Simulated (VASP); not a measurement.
# How k-mesh and SCF solver change a VASP run on PtS2, part 3 of 3

How sensitive are energy, pressure and forces of PtS2 to the k-mesh and SCF solver? The atoms are off their equilibrium sites, so that forces can be compared too. The series runs use LDA. The atoms of the start are displaced at random from the sites of a P-3m1 cell.

VASP 6.6.1; LDA; plane waves and PAW (Pt, S).

Still holding for the runs below: Spin-orbit coupling is off here; with elements this heavy it splits and shifts levels by tenths of an eV or more.

So far. Step 13 (SCF solver: ALGO = VeryFast): Against the first of the series the energy stays within 0.01 meV an atom and the pressure within 0.01 GPa, after 20 cycles in 22 s. Step 14 (SCF solver: ALGO = All): Against the first of the series the energy stays within 0.01 meV an atom and the pressure within 0.01 GPa, after 16 cycles in 15 s.

### Step 15. SCF solver: ALGO = Damped

INCAR

```
SYSTEM = PtS2
PREC = Accurate
ENCUT = 400
EDIFF = 1E-06
NELM = 100
ISMEAR = -1
SIGMA = 0.05
LREAL = .FALSE.
ALGO = Damped
GGA = CA
NBANDS = 17
LASPH = .TRUE.
LORBIT = 11
LWAVE = .FALSE.
LCHARG = .FALSE.
KPAR = 4
ISIF = 2
```

POSCAR

```
PtS2
1.0
    3.5432000000      0.0000000000      0.0000000000
   -1.7716000000      3.0685012107      0.0000000000
    0.0000000000      0.0000000000      5.0388000000
Pt S
1 2
Direct
   -0.0005740000     -0.0065100000      0.0100490000
    0.3338500000      0.6644070000      0.2256870000
    0.6683970000      0.3381490000      0.7803540000
```

KPOINTS

```
Automatic mesh
0
Gamma
9 9 5
0 0 0
```

Potentials, in the order of the species: Pt and S (PBE family, release 64).

Run with:

```
> mpirun -np 4 vasp_std
```

Log:

```text
[... set-up lines as in an earlier step ...]
 entering main loop
       N       E                     dE             d eps       ncg     rms           ort
DAV:   1     0.149619518066E+03    0.14962E+03   -0.90189E+03  3451   0.979E+02
DAV:   2     0.259262942078E+01   -0.14703E+03   -0.14168E+03  3451   0.254E+02
DAV:   3    -0.164979655289E+02   -0.19091E+02   -0.18387E+02  3451   0.866E+01
DAV:   4    -0.191676415116E+02   -0.26697E+01   -0.26317E+01  3451   0.347E+01
[...]
DMP:  22    -0.180949074746E+02    0.11325E-06   -0.20709E-05  3451   0.560E-05  -0.112E-05
DMP:  23    -0.180949086556E+02   -0.11810E-05   -0.21921E-06  3451   0.269E-06   0.732E-06
DMP:  24    -0.180949086561E+02   -0.52091E-09   -0.22459E-06  3451   0.770E-06  -0.547E-06
 final diagonalization occupied
   1 F= -.18094909E+02 E0= -.18094905E+02  d E =-.793899E-05
```

Elapsed: 19 s, on 4 MPI ranks of Intel Xeon 6975P-C (Granite Rapids), shared host; peak memory 1.3 GiB; 66 s of CPU time.

OUTCAR, selected parts (step 15):

```text
  Total        2.1305072      2.4445245      1.9964299      0.0527341      0.3007889     -0.0983887
  in kB       62.3080978     71.4917450     58.3869196      1.5422437      8.7967701     -2.8774444
  external PRESSURE =      64.0622541 kB  Pullay stress =       0.0000000 kB

 POSITION                                       TOTAL-FORCE (eV/Angst)
 -----------------------------------------------------------------------------------
      1.78110      3.04853      0.05063        -0.146852      0.484331     -0.742895
      0.00583      2.03873      1.13719         0.028752     -0.107694      1.585681
      1.76920      1.03761      3.93205         0.118099     -0.376637     -0.842786
 -----------------------------------------------------------------------------------
    total drift:                                0.000116     -0.000071      0.000730

  FREE ENERGIE OF THE ION-ELECTRON SYSTEM (eV)
  ---------------------------------------------------
  free  energy   TOTEN  =       -18.0949086561 eV

  energy  without entropy=      -18.0949007171  energy(sigma->0) =      -18.09490469

[... 2 parts as in an earlier step ...]

[... 1 further part left out ...]
[key lines of the parts left out:]
E-fermi :   7.0055
```

Against the first of the series the energy stays within 0.01 meV an atom; the pressure moves by -0.02 GPa, after 24 cycles in 19 s.

### Step 16. SCF solver: AMIX = 0.1, BMIX = 0.01

INCAR: that of step 15 with these lines changed.

```diff
@@ -8,3 +8,3 @@
 LREAL = .FALSE.
-ALGO = Damped
+ALGO = Normal
 GGA = CA
@@ -17 +17,3 @@
 ISIF = 2
+AMIX = 0.1
+BMIX = 0.01
```

POSCAR is that of step 15.

KPOINTS is that of step 15.

Run with:

```
> mpirun -np 4 vasp_std
```

Log:

```text
[... set-up lines as in an earlier step ...]
 entering main loop
       N       E                     dE             d eps       ncg     rms          rms(c)
[... 5 cycles as in an earlier step ...]
DAV:   6    -0.186599699047E+02    0.10393E+01   -0.76980E-01  7306   0.852E+00    0.172E+01
DAV:   7    -0.181864692096E+02    0.47350E+00   -0.21383E+00  7326   0.138E+01    0.123E+01
DAV:   8    -0.181669263978E+02    0.19543E-01   -0.23342E-01  7577   0.317E+00    0.788E+00
DAV:   9    -0.181023546129E+02    0.64572E-01   -0.11343E-01  7198   0.304E+00    0.274E+00
[...]
DAV:  15    -0.180949141443E+02    0.13653E-04   -0.32041E-05  8027   0.417E-02    0.477E-02
DAV:  16    -0.180949094314E+02    0.47129E-05   -0.14374E-05  8542   0.252E-02    0.149E-02
DAV:  17    -0.180949093003E+02    0.13111E-06   -0.12780E-06  4358   0.768E-03
   1 F= -.18094909E+02 E0= -.18094905E+02  d E =-.792914E-05
```

Run time: 18 s. Hardware: 4 MPI ranks; peak memory 0.91 GiB.

From OUTCAR (step 16):

```text
  Total        2.1199442      2.4338547      1.9815184      0.0527376      0.3007261     -0.0983793
  in kB       61.9991779     71.1796979     57.9508240      1.5423454      8.7949338     -2.8771687
  external PRESSURE =      63.7098999 kB  Pullay stress =       0.0000000 kB

 POSITION                                       TOTAL-FORCE (eV/Angst)
 -----------------------------------------------------------------------------------
      1.78110      3.04853      0.05063        -0.146859      0.484329     -0.743318
      0.00583      2.03873      1.13719         0.028742     -0.107677      1.584787
      1.76920      1.03761      3.93205         0.118117     -0.376652     -0.841469
 -----------------------------------------------------------------------------------
    total drift:                                0.000080      0.000008      0.000061

  FREE ENERGIE OF THE ION-ELECTRON SYSTEM (eV)
  ---------------------------------------------------
  free  energy   TOTEN  =       -18.0949093003 eV

  energy  without entropy=      -18.0949013712  energy(sigma->0) =      -18.09490534

[... 2 parts as in an earlier step ...]

[... 1 further part left out ...]
[key lines of the parts left out:]
E-fermi :   7.0060
```

Against the first of the series the energy stays within 0.01 meV an atom; the pressure moves by -0.05 GPa, after 17 cycles in 18 s.

### Step 17. SCF solver: AMIX = 0.8

INCAR: that of step 16 with these lines changed.

```diff
@@ -17,3 +17,2 @@
 ISIF = 2
-AMIX = 0.1
-BMIX = 0.01
+AMIX = 0.8
```

POSCAR is that of step 16.

KPOINTS is that of step 16.

Run with:

```
> mpirun -np 4 vasp_std
```

Log:

```text
[... set-up lines as in an earlier step ...]
 entering main loop
       N       E                     dE             d eps       ncg     rms          rms(c)
[... 5 cycles as in an earlier step ...]
DAV:   6    -0.223375748168E+02   -0.26383E+01   -0.32987E+01  6953   0.559E+01    0.266E+01
DAV:   7    -0.180833119370E+02    0.42543E+01   -0.11457E+01  6945   0.362E+01    0.531E+00
DAV:   8    -0.181278521189E+02   -0.44540E-01   -0.18503E+00  7512   0.957E+00    0.276E+00
DAV:   9    -0.180954566370E+02    0.32395E-01   -0.15030E-01  7590   0.366E+00    0.992E-01
DAV:  10    -0.180949355062E+02    0.52113E-03   -0.26836E-02  8452   0.102E+00    0.551E-01
DAV:  11    -0.180950705295E+02   -0.13502E-03   -0.64281E-03  8925   0.493E-01    0.114E-01
DAV:  12    -0.180949012219E+02    0.16931E-03   -0.12685E-03  8806   0.228E-01    0.390E-02
DAV:  13    -0.180949095166E+02   -0.82948E-05   -0.11588E-04  8101   0.698E-02    0.181E-02
DAV:  14    -0.180949088643E+02    0.65235E-06   -0.94950E-06  8414   0.180E-02
   1 F= -.18094909E+02 E0= -.18094905E+02  d E =-.793764E-05
```

The job ended after 15 s (4 MPI ranks; peak memory 0.87 GiB; 50 s of CPU time).

From OUTCAR (step 17):

```text
  Total        2.1316295      2.4455846      1.9976916      0.0527199      0.3007347     -0.0983706
  in kB       62.3409228     71.5227456     58.4238177      1.5418294      8.7951874     -2.8769137
  external PRESSURE =      64.0958287 kB  Pullay stress =       0.0000000 kB

 POSITION                                       TOTAL-FORCE (eV/Angst)
 -----------------------------------------------------------------------------------
      1.78110      3.04853      0.05063        -0.146847      0.484289     -0.744190
      0.00583      2.03873      1.13719         0.028742     -0.107658      1.585421
      1.76920      1.03761      3.93205         0.118105     -0.376631     -0.841231
 -----------------------------------------------------------------------------------
    total drift:                                0.000108     -0.000101     -0.001457

  FREE ENERGIE OF THE ION-ELECTRON SYSTEM (eV)
  ---------------------------------------------------
  free  energy   TOTEN  =       -18.0949088643 eV

  energy  without entropy=      -18.0949009267  energy(sigma->0) =      -18.09490490

[... 2 parts as in an earlier step ...]

[... 1 further part left out ...]
[key lines of the parts left out:]
E-fermi :   7.0055
```

Against the first of the series the energy stays within 0.01 meV an atom; the pressure moves by -0.01 GPa, after 14 cycles in 15 s.

### Step 18. SCF solver: IMIX = 1, AMIX = 0.2

INCAR: that of step 17 with these lines changed.

```diff
@@ -17,2 +17,3 @@
 ISIF = 2
-AMIX = 0.8
+IMIX = 1
+AMIX = 0.2
```

POSCAR is that of step 17.

KPOINTS is that of step 17.

Run with:

```
> mpirun -np 4 vasp_std
```

Log:

```text
[... set-up lines as in an earlier step ...]
 entering main loop
       N       E                     dE             d eps       ncg     rms          rms(c)
[... 5 cycles as in an earlier step ...]
DAV:   6    -0.183410624733E+02    0.13582E+01   -0.19465E+00  7223   0.135E+01    0.146E+01
DAV:   7    -0.181978448689E+02    0.14322E+00   -0.43117E-01  7959   0.501E+00    0.115E+01
DAV:   8    -0.181566060285E+02    0.41239E-01   -0.23153E-02  9243   0.124E+00    0.916E+00
DAV:   9    -0.181334839617E+02    0.23122E-01   -0.36528E-03  8055   0.523E-01    0.732E+00
[...]
DAV:  29    -0.180949131404E+02    0.24778E-05   -0.14591E-07  3574   0.266E-03    0.780E-02
DAV:  30    -0.180949115726E+02    0.15678E-05   -0.87330E-08  3561   0.208E-03    0.623E-02
DAV:  31    -0.180949105824E+02    0.99022E-06   -0.63482E-08  3553   0.174E-03
   1 F= -.18094911E+02 E0= -.18094907E+02  d E =-.793101E-05
```

Run time: 24 s. Hardware: 4 MPI ranks; peak memory 0.85 GiB; 80 s of CPU time.

OUTCAR, selected parts (step 18):

```text
  Total        2.1389849      2.4529401      2.0052219      0.0527268      0.3007877     -0.0983881
  in kB       62.5560341     71.7378641     58.6440477      1.5420302      8.7967359     -2.8774245
  external PRESSURE =      64.3126486 kB  Pullay stress =       0.0000000 kB

 POSITION                                       TOTAL-FORCE (eV/Angst)
 -----------------------------------------------------------------------------------
      1.78110      3.04853      0.05063        -0.146837      0.484258     -0.743437
      0.00583      2.03873      1.13719         0.028740     -0.107660      1.584223
      1.76920      1.03761      3.93205         0.118097     -0.376598     -0.840785
 -----------------------------------------------------------------------------------
    total drift:                                0.000105     -0.000086     -0.000140

  FREE ENERGIE OF THE ION-ELECTRON SYSTEM (eV)
  ---------------------------------------------------
  free  energy   TOTEN  =       -18.0949105824 eV

  energy  without entropy=      -18.0949026514  energy(sigma->0) =      -18.09490662

[... 2 parts as in an earlier step ...]

[... 1 further part left out ...]
[key lines of the parts left out:]
E-fermi :   7.0052
```

Against the first of the series the energy stays within 0.01 meV an atom; the pressure moves by +0.01 GPa, after 31 cycles in 24 s.

### Step 19. The SCF solver series as a table

This step: convergence of LDA results with the solver; plane waves and PAW (VASP 6.6.1).

This step runs nothing: it gathers the runs above.

Differences are taken from the run with ALGO = Normal. Results of the series, by row:

```
                setting     status  energy less the reference (meV/atom)  pressure (GPa)  largest force difference (meV/Å)  gap (eV)  SCF cycles  wall time (s)
          ALGO = Normal  converged                                     0           6.422                                 0    0.9081          13             13
            ALGO = Fast  converged                               7.67e-5           6.419                             0.114     0.908          14           15.8
        ALGO = VeryFast  converged                               4.67e-5           6.419                             0.991    0.9078          20             22
             ALGO = All  converged                               2.67e-5           6.417                             0.424     0.908          16           14.6
          ALGO = Damped  converged                               7.67e-5           6.406                             1.754    0.9077          24           18.8
AMIX = 0.1, BMIX = 0.01  converged                              -1.40e-4           6.371                             0.437    0.9082          17           18.2
             AMIX = 0.8  converged                               6.67e-6            6.41                             0.882     0.908          14             15
   IMIX = 1, AMIX = 0.2  converged                              -5.67e-4           6.431                             0.316    0.9082          31             24
```

### Step 20. Results

```yaml
k_mesh_from_which_the_energy_stays_within_10_mev_atom_of_the_reference: 4 4 3
k_mesh_from_which_the_energy_stays_within_1_mev_atom_of_the_reference: 9 9 5
k_mesh_from_which_the_pressure_stays_within_0p2_gpa_of_the_reference: 5 5 3
spread_of_the_pressure_over_the_k_mesh: 4.95 GPa
spread_of_the_energy_over_the_k_mesh: 304 meV/atom
fewest_scf_cycles: ALGO = Normal (13)
most_scf_cycles_among_converged_runs: IMIX = 1, AMIX = 0.2 (31)
spread_of_the_pressure_over_the_scf_solver: 0.0603 GPa
spread_of_the_energy_over_the_scf_solver: 6.4e-4 meV/atom
```

What this shows: From 9 9 5 on, the energy stays within 1 meV an atom of the reference, at 25 % of its time. The pressure holds within 0.2 GPa from 5 5 3 on. The energy swings above and below the reference, since the sum over k-points is not variational. The gap in the table jumps with the points that each mesh happens to hold, and is no measure of convergence. All SCF solvers that converged agree within 0.05 meV an atom. No setting beats the 13 s of ALGO = Normal by a fifth or more; the slowest converged run is IMIX = 1, AMIX = 0.2, at 24 s. On a shared host such times are rough. Yet the pressure of AMIX = 0.1, BMIX = 0.01 is -0.05 GPa off: EDIFF tests the energy, which is second order in the error of the density, while the stress is first order. Differences are taken from the run with 13 13 8, which is itself not the exact limit. The runs at 2 2 2; 3 3 2 are over 30 meV an atom or 2 GPa off and describe the material poorly.

[Lines on the potential files, build, host, timing and source positions are cut from VASP's logs without a mark.]

[Logs are printed without paths, hosts, clocks, repeated set-up lines and the standing remarks that a program may print on its own settings, such as how far it seeks lower states.]

[Hosts, paths, dates, database ids (printed as entryN), source tags and the programs' standing remarks are cut or masked in the printed files.]

[A measured line is paired with the nearest computed mode of its activity, which favours agreement.]
